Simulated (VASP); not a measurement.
Consider the following.

```yaml
crystal:
  lattice:
    - [3.18095, 0.00000, 0.00000]
    - [0.00000, 3.18095, 0.00000]
    - [0.00000, 0.00000, 3.18095]
  atoms:
    - { symbol: Nb, position: [0.00000, 0.00000, 0.00000] }
    - { symbol: As, position: [0.50000, 0.50000, 0.50000] }
```

These are PBEsol GGA, VASP's PBE PAW potentials (set 64) (plane waves; VASP) values and carry that method's errors. Numerical set-up: 400 eV cut-off, Gaussian smearing of 0.050 eV, potentials Nb_sv As.

Problem. Give the energies of bands 6 to 12 at the high-symmetry points, in eV from the Fermi level.

Solution. 
| band | Γ | X | M | R |
|---|---|---|---|---|
| 6 | -3.10 | -7.62 | -4.62 | -6.44 |
| 7 | -3.10 | -2.40 | -4.62 | -6.44 |
| 8 | 0.23 | -2.40 | -2.65 | -6.44 |
| 9 | 0.23 | -2.17 | -0.18 | 3.53 |
| 10 | 0.23 | 1.92 | -0.18 | 3.53 |
| 11 | 1.61 | 3.22 | 2.04 | 3.59 |
| 12 | 1.61 | 5.66 | 2.08 | 3.59 |

It has no gap at this level: it comes out as a metal or semimetal.

The structure was generated: NbAs was put into the CsCl type type (Pm-3m), which need not be its known phase. It was relaxed first, which changed the volume by -35 %.
